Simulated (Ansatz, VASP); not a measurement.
**In: VASP beside Ansatz**

Aim: how closely do two programs agree when they are given the same cell, functional and k mesh? The cell is taken from a series of runs on this material, whose earlier steps may have relaxed, scaled, displaced or heated it; both programs get it as it stands.

Method: plane waves, with VASP 6.6.1 beside it; elastic constants at PBEsol, in Ansatz 0.2.0.

## Step 1: The structure

The structure is tetragonal, space group I4/mmm (No. 139). The conventional cell has a = 3.251 Å, b = 3.251 Å, c = 4.947 Å, α = 90.00°, β = 90.00°, γ = 90.00°. In has 12 In at 3.25 to 3.38 Å nearest.

## Step 2: VASP: elastic constants, PBEsol

Elastic constants are differences of stresses under small strains, so they test the stress and the mesh.

Lines of VASP's logs that name or quote its potential files are left out, and so is its time.

Input file INCAR:

```
SYSTEM = In
PREC = Accurate
ENCUT = 500
EDIFF = 1E-08
NELM = 120
ISMEAR = -1
SIGMA = 0.15
LREAL = .FALSE.
ALGO = Normal
GGA = PS
NBANDS = 12
LORBIT = 11
LWAVE = .FALSE.
LCHARG = .FALSE.
ISIF = 3
IBRION = 6
NFREE = 2
POTIM = 0.015
NSW = 1
LASPH = .TRUE.
GGA_COMPAT = .FALSE.
KPAR = 2
```

Input file POSCAR:

```
In
1.0
   -1.6254700000      1.6254700000      2.4737000000
    1.6254700000     -1.6254700000      2.4737000000
    1.6254700000      1.6254700000     -2.4737000000
In
1
Direct
    0.0000000000      0.0000000000      0.0000000000
```

Input file KPOINTS:

```
Automatic mesh
0
Gamma
22 22 22
0 0 0
```

Potentials, in the order of the species: In_d (PBE family, release 64).

Run with:

```
$ mpirun -np 2 vasp_std
```

Numbers of over 12 decimals in the logs are rounded to 6 here.

Log:

```text
[banner, memory and clock lines left out]
running    2 mpi-ranks, on    1 nodes
 distrk:  each k-point on    1 cores,    2 groups
 distr:  one band on    1 cores,    1 groups

 POSCAR found type information on POSCAR In
 POSCAR found :  1 types and       1 ions
|                                                                             |
|               ----> ADVICE to this user running VASP <----                  |
|                                                                             |
|     You enforced a specific xc type in the INCAR file but a different       |
|     [... a line on the potential file left out ...]
|     I HOPE YOU KNOW WHAT YOU ARE DOING!                                     |
|                                                                             |

 LDA part: xc-table for (Slater+PW92), standard interpolation
 POSCAR, INCAR and KPOINTS ok, starting setup
 FFT: planning ... GRIDC
 FFT: planning ... GRID_SOFT
 FFT: planning ... GRID
 WAVECAR not read
 entering main loop
       N       E                     dE             d eps       ncg     rms          rms(c)
DAV:   1     0.769524635586E+02    0.76952E+02   -0.61225E+03 20400   0.133E+03
DAV:   2     0.630543555734E+00   -0.76322E+02   -0.74334E+02 20996   0.287E+02
DAV:   3    -0.295780474985E+01   -0.35883E+01   -0.35765E+01 23844   0.633E+01
DAV:   4    -0.303862192481E+01   -0.80817E-01   -0.80791E-01 25352   0.947E+00
DAV:   5    -0.304230268749E+01   -0.36808E-02   -0.36806E-02 27612   0.178E+00    0.228E+00
DAV:   6    -0.300667408066E+01    0.35629E-01   -0.57791E-02 25480   0.495E+00    0.108E+00
DAV:   8    -0.299947003633E+01    0.61683E-03   -0.86829E-04 26428   0.503E-01    0.255E-02
DAV:   9    -0.299947236122E+01   -0.23249E-05   -0.11297E-05 30244   0.424E-02    0.157E-02
DAV:  10    -0.299947308633E+01   -0.72512E-06   -0.88789E-07 23492   0.111E-02    0.552E-04
DAV:  11    -0.299947310681E+01   -0.20480E-07   -0.21914E-08 19900   0.237E-03    0.334E-04
DAV:  12    -0.299947306877E+01    0.38043E-07   -0.51845E-09 14984   0.121E-03    0.525E-05
DAV:  13    -0.299947307270E+01   -0.39342E-08   -0.17339E-09 13272   0.716E-04
   1 F= -.29994731E+01 E0= -.29827677E+01  d E =-.334107E-01
[... from here on, the cycles between the ionic steps are left out ...]
   2 F= -.29963532E+01 E0= -.29793562E+01  d E =-.339940E-01
   3 F= -.30005703E+01 E0= -.29841029E+01  d E =-.329347E-01
   9 F= -.29993926E+01 E0= -.29826228E+01  d E =-.335396E-01
  10 F= -.29993456E+01 E0= -.29826354E+01  d E =-.334205E-01
  11 F= -.29993457E+01 E0= -.29826355E+01  d E =-.334205E-01
  12 F= -.29993453E+01 E0= -.29826359E+01  d E =-.334188E-01
  13 F= -.29993453E+01 E0= -.29826359E+01  d E =-.334188E-01
  14 F= -.29994696E+01 E0= -.29827642E+01  d E =-.334107E-01
  15 F= -.29994696E+01 E0= -.29827643E+01  d E =-.334107E-01
  16 F= -.29994704E+01 E0= -.29827650E+01  d E =-.334107E-01
 Finite differences progress:
  Degree of freedom:   8/  8
  Displacement:        1/  2
  Total:              15/ 16
 bond charge predicted
       N       E                     dE             d eps       ncg     rms          rms(c)
DAV:   1    -0.298948663920E+01    0.99837E-02   -0.46344E+00 23584   0.152E+01    0.772E-02
DAV:   2    -0.299937574087E+01   -0.98891E-02   -0.10005E-01 24612   0.336E+00    0.449E-02
DAV:   3    -0.299948893383E+01   -0.11319E-03   -0.14678E-03 25748   0.333E-01    0.287E-02
DAV:   4    -0.299947663109E+01    0.12303E-04   -0.20147E-04 26028   0.241E-01    0.167E-02
DAV:   5    -0.299947260828E+01    0.40228E-05   -0.96003E-06 25400   0.498E-02    0.104E-02
DAV:   6    -0.299947030163E+01    0.23067E-05   -0.82996E-06 25544   0.583E-02    0.102E-03
DAV:   7    -0.299947038074E+01   -0.79110E-07   -0.33448E-07 27068   0.996E-03    0.484E-04
DAV:   8    -0.299947036956E+01    0.11175E-07   -0.78358E-09 14744   0.143E-03    0.728E-05
DAV:   9    -0.299947036588E+01    0.36853E-08   -0.25828E-09 11564   0.560E-04
  17 F= -.29994704E+01 E0= -.29827650E+01  d E =-.334107E-01
 Finite differences progress:
  Degree of freedom:   8/  8
  Displacement:        2/  2
  Total:              16/ 16
```

From OUTCAR (step 2):

```text
ion  position               nearest neighbor table
   1  0.000  0.000  0.000-

  LATTYP: Found a body centered tetragonal cell.
 ALAT       =     3.2509400000
 C/A-ratio  =     1.5218367611

 Subroutine GETGRP returns: Found 16 space group operations
 (whereof 16 operations were pure point group operations)

The static configuration has the point symmetry D_4h.

 Found    834 irreducible k-points:

   k-points           NKPTS =    834   k-points in BZ     NKDIM =    834   number of bands    NBANDS=     12

   dimension x,y,z NGX =    28 NGY =   28 NGZ =   28
   dimension x,y,z NGXF=    56 NGYF=   56 NGZF=   56

   ENCUT  =  500.0 eV  36.75 Ry    6.06 a.u.   6.16  6.16  6.16*2*pi/ulx,y,z

   NELECT =      13.0000    total number of electrons

 k-points in reciprocal lattice and weights: Automatic mesh
   0.00000000  0.00000000  0.00000000       0.000
   0.04545455  0.00000000 -0.00000000       0.001
   0.09090909  0.00000000 -0.00000000       0.001
   0.13636364  0.00000000 -0.00000000       0.001
   0.18181818  0.00000000 -0.00000000       0.001
   0.22727273  0.00000000 -0.00000000       0.001
   0.27272727  0.00000000 -0.00000000       0.001
   0.31818182  0.00000000 -0.00000000       0.001
   0.36363636  0.00000000 -0.00000000       0.001
[...]
-0.45454545 -0.45454545  0.45454545       0.000
   0.50000000  0.50000000  0.50000000       0.000

 average (electrostatic) potential at core
       1 -93.6673

 E-fermi :   7.3536

 k-point     1 :       0.0000    0.0000    0.0000
  band No.  band energies     occupation
    ...
      2      -7.1460      2.00000
      3      -7.1460      2.00000
      4      -7.0633      2.00000
      5      -6.9587      2.00000
      6      -2.2069      2.00000
      7      17.8848      0.00000
      8      17.8848      0.00000
      9      18.0559      0.00000
     10      18.9502      0.00000
     11      21.3262      0.00000
    ...

 k-point     2 :       0.0455    0.0000   -0.0000
  band No.  band energies     occupation
    ...
      2      -7.1461      2.00000
      3      -7.1426      2.00000
      4      -7.0628      2.00000
      5      -6.9601      2.00000
      6      -2.1617      2.00000
      7      17.2856      0.00000
      8      17.8251      0.00000
      9      17.8876      0.00000
     10      18.8260      0.00000
     11      21.5212      0.00000
    ...

 k-point     3 :       0.0909    0.0000   -0.0000
  band No.  band energies     occupation
    ...
      2      -7.1470      2.00000
      3      -7.1331      2.00000
      4      -7.0601      2.00000
      5      -6.9638      2.00000
      6      -2.0253      2.00000
      7      15.9008      0.00000
      8      17.5641      0.00000
      9      17.6693      0.00000
     10      18.7549      0.00000
     11      21.6902      0.00000
    ...

  Total       -0.1446665     -0.1446665     -0.1503183      0.0000000     -0.0000000      0.0000000
  in kB       -8.8657136     -8.8657136     -9.2120782      0.0000000     -0.0000000      0.0000000
  external PRESSURE =      -8.9811684 kB  Pullay stress =       0.0000000 kB

  energy-cutoff  :      500.00
  volume of cell :       26.14
      direct lattice vectors                 reciprocal lattice vectors
    -1.625470000  1.625470000  2.473700000     0.000000000  0.307603339  0.202126369
     1.625470000 -1.625470000  2.473700000     0.307603339  0.000000000  0.202126369
     1.625470000  1.625470000 -2.473700000     0.307603339  0.307603339  0.000000000

 POSITION                                       TOTAL-FORCE (eV/Angst)
 -----------------------------------------------------------------------------------
      0.00000      0.00000     -0.01500         0.000000      0.000000     -0.000000
 -----------------------------------------------------------------------------------
    total drift:                               -0.000001     -0.000001     -0.000028

  FREE ENERGIE OF THE ION-ELECTRON SYSTEM (eV)
  ---------------------------------------------------
  free  energy   TOTEN  =        -2.9994703659 eV

  energy  without entropy=       -2.9660596882  energy(sigma->0) =       -2.98276503

  SYMMETRIZED ELASTIC MODULI (kBar)
 Direction    XX          YY          ZZ          XY          YZ          ZX
 --------------------------------------------------------------------------------
 XX         558.8221    267.4644    387.6876     -0.0000     -0.0000      0.0000
 YY         267.4644    558.8221    387.6876     -0.0000     -0.0000      0.0000
 ZZ         387.6876    387.6876    430.1521      0.0000      0.0000      0.0000
 XY          -0.0000     -0.0000      0.0000     43.5012      0.0000      0.0000
 YZ          -0.0000     -0.0000      0.0000      0.0000     71.4678      0.0000
 ZX           0.0000      0.0000      0.0000      0.0000      0.0000     71.4677
 --------------------------------------------------------------------------------

 Eigenvectors and eigenvalues of the dynamical matrix
 ----------------------------------------------------

   1 f  =    0.000000 THz     0.000000 2PiTHz    0.000000 cm-1     0.000000 meV
             X         Y         Z           dx          dy          dz
      0.000000  0.000000  0.000000     0.000000    0.000000    1.000000

   2 f/i=    0.000000 THz     0.000000 2PiTHz    0.000000 cm-1     0.000000 meV
             X         Y         Z           dx          dy          dz
      0.000000  0.000000  0.000000     0.000000    1.000000    0.000000

   3 f/i=    0.000000 THz     0.000000 2PiTHz    0.000000 cm-1     0.000000 meV
             X         Y         Z           dx          dy          dz
      0.000000  0.000000  0.000000     1.000000    0.000000    0.000000

 ELASTIC MODULI CONTR FROM IONIC RELAXATION (kBar)
 Direction    XX          YY          ZZ          XY          YZ          ZX
 --------------------------------------------------------------------------------
 XX           0.0000      0.0000      0.0000      0.0000      0.0000      0.0000
 YY           0.0000      0.0000      0.0000      0.0000      0.0000      0.0000
 ZZ           0.0000      0.0000      0.0000      0.0000      0.0000      0.0000
 XY           0.0000      0.0000      0.0000      0.0000      0.0000      0.0000
 YZ           0.0000      0.0000      0.0000      0.0000      0.0000      0.0000
 ZX           0.0000      0.0000      0.0000      0.0000      0.0000      0.0000
 --------------------------------------------------------------------------------

 TOTAL ELASTIC MODULI (kBar)
 Direction    XX          YY          ZZ          XY          YZ          ZX
 --------------------------------------------------------------------------------
 XX         558.8221    267.4644    387.6876     -0.0000     -0.0000      0.0000
 YY         267.4644    558.8221    387.6876     -0.0000     -0.0000      0.0000
 ZZ         387.6876    387.6876    430.1521      0.0000      0.0000      0.0000
 XY          -0.0000     -0.0000      0.0000     43.5012      0.0000      0.0000
 YZ          -0.0000     -0.0000      0.0000      0.0000     71.4678      0.0000
 ZX           0.0000      0.0000      0.0000      0.0000      0.0000     71.4677
 --------------------------------------------------------------------------------

 total charge
# of ion       s       p       d       tot
------------------------------------------
    1        0.995   0.493   9.850  11.338

[... 3 further parts left out ...]
```

CONTCAR:

```
In
   1.00000000000000
    -1.6254700000000000    1.6254700000000000    2.4737000000000000
     1.6254700000000000   -1.6254700000000000    2.4737000000000000
     1.6254700000000000    1.6254700000000000   -2.4737000000000000
  In
     1
Direct
    -0.0030318955410923   -0.0030318955410923    0.0000000000000000
```

Levels, forces or a CONTCAR printed for this step are those of its last displaced cell, not of the structure at rest.

(Continued in part 2 of 2.)

[Lines on the potential files, build, host, timing and source positions are cut from VASP's logs without a mark.]

[Logs are printed without paths, hosts, clocks, repeated set-up lines and the standing remarks that a program may print on its own settings, such as how far it seeks lower states.]

[Hosts, paths, dates, database ids (printed as entryN), source tags and the programs' standing remarks are cut or masked in the printed files.]
